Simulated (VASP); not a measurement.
The input files of a VASP run:

**POSCAR**
```
ZnSe
1
    0.0000000000     2.8350000000     2.8350000000
    2.8350000000     0.0000000000     2.8350000000
    2.8350000000     2.8350000000     0.0000000000
Zn Se
1 1
Direct
  0.0000000000   0.0000000000   0.0000000000
  0.2500000000   0.2500000000   0.2500000000
```

**INCAR**
```
SYSTEM = ZnSe
PREC = Accurate
ENCUT = 400
EDIFF = 1E-6
NELM = 3
ALGO = Normal
LREAL = .FALSE.
LASPH = .TRUE.
ISMEAR = 0
SIGMA = 0.05
GGA = PE
LMAXMIX = 4
LWAVE = .FALSE.
LCHARG = .FALSE.
ISIF = 2
```

### KPOINTS
```
Automatic mesh
0
Gamma
6 6 6
0 0 0
```

POTCAR, in this order: Zn Se (PBE.64 set). Program: vasp_std.

What VASP printed:

standard output:
```
 POSCAR found type information on POSCAR ZnSe
 POSCAR found :  2 types and       2 ions
 Reading from existing POTCAR
 Reading from existing POTCAR
 LDA part: xc-table for (Slater+PW92), standard interpolation
 POSCAR, INCAR and KPOINTS ok, starting setup
 WAVECAR not read
 entering main loop
       N       E                     dE             d eps       ncg     rms          rms(c)
DAV:   1     0.792391288498E+02    0.79239E+02   -0.80554E+03   416   0.133E+03
DAV:   2    -0.141260405501E+01   -0.80652E+02   -0.76928E+02   446   0.248E+02
DAV:   3    -0.625985052973E+01   -0.48472E+01   -0.48228E+01   511   0.643E+01

 -----------------------------------------------------------------------------
|                                                                             |
|           W    W    AA    RRRRR   N    N  II  N    N   GGGG   !!!           |
|           W    W   A  A   R    R  NN   N  II  NN   N  G    G  !!!           |
|           W    W  A    A  R    R  N N  N  II  N N  N  G       !!!           |
|           W WW W  AAAAAA  RRRRR   N  N N  II  N  N N  G  GGG   !            |
|           WW  WW  A    A  R   R   N   NN  II  N   NN  G    G                |
|           W    W  A    A  R    R  N    N  II  N    N   GGGG   !!!           |
|                                                                             |
|     The electronic self-consistency was not achieved in the given           |
|     number of steps (NELM). The forces and other quantities evaluated       |
|     might not be reliable so examine the results carefully. If you find     |
|     spurious results, we suggest increasing NELM, if you were close to      |
|     convergence or switching to a different ALGO or adjusting the           |
|     density mixing parameters otherwise.                                    |
|                                                                             |
 -----------------------------------------------------------------------------

   1 F= -.62598505E+01 E0= -.62598505E+01  d E =-.701628E-13
```

OUTCAR:
```
------------------------ aborting loop EDIFF was not reached (unconverged)  ----------------------------
  FORCE on cell =-STRESS in cart. coord.  units (eV):
  Direction    XX          YY          ZZ          XY          YZ          ZX
  --------------------------------------------------------------------------------------
  Total      -11.3572953    -11.3572953    -11.3572953      0.0000000      0.0000000      0.0000000
  in kB     -399.2972460   -399.2972460   -399.2972460      0.0000000      0.0000000      0.0000000
  external PRESSURE =    -399.2972460 kB  Pullay stress =       0.0000000 kB
  volume of cell :       45.57
      direct lattice vectors                 reciprocal lattice vectors
     0.000000000  2.835000000  2.835000000    -0.176366843  0.176366843  0.176366843
     2.835000000  0.000000000  2.835000000     0.176366843 -0.176366843  0.176366843
     2.835000000  2.835000000  0.000000000     0.176366843  0.176366843 -0.176366843
  FREE ENERGIE OF THE ION-ELECTRON SYSTEM (eV)
  ---------------------------------------------------
  free  energy   TOTEN  =        -6.2598505297 eV

  energy  without entropy=       -6.2598505297  energy(sigma->0) =       -6.25985053
```
(Selected blocks of OUTCAR.)

Problem. Read the log: what went wrong, and how is it fixed?

Solution. The cause: NELM is too small, so the electronic loop ends before EDIFF is met. Convergence was not reached. Against the sound run, the energy per atom (σ→0) falls by 0.123 eV/atom; the pressure drops by 41.98 GPa; the band gap rises by 0.21 eV. To mend it, set NELM = 100.

The mended run (PBE GGA, plane waves, VASP's PBE PAW potentials (set 64)) converges, and its OSZICAR ends with
```
   1 F= -.60144845E+01 E0= -.60144845E+01  d E =-.189234E-14
```

The compound is ZnSe in the zinc blende structure. The cell was not relaxed at this level.
